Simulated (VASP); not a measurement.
Here is the system:

```
CaS
1.0
    0.00000     2.81927     2.81927
    2.81927     0.00000     2.81927
    2.81927     2.81927     0.00000
Ca S
1 1
Direct
  0.00000   0.00000   0.00000
  0.50000   0.50000   0.50000
```

Calculation: PBEsol GGA, VASP's PBE PAW potentials (set 64) (plane waves; VASP 6.6.1). Settings: 400 eV cut-off, 7×7×7 Γ-centred mesh, Gaussian smearing of 0.050 eV, potentials Ca_sv S.

Q: What does the run give for the energy per atom (σ→0)?

A: 
```json
{
  "energy per atom (σ→0)": "-5458 meV/atom"
}
```

Total energies compare only between runs with the same potentials, cut-off and functional.

The structure was generated: CaS was put into the rock salt type (Fm-3m), which need not be its known phase. It was relaxed first, which changed the volume by -20 %. The start is the result of an earlier pass.
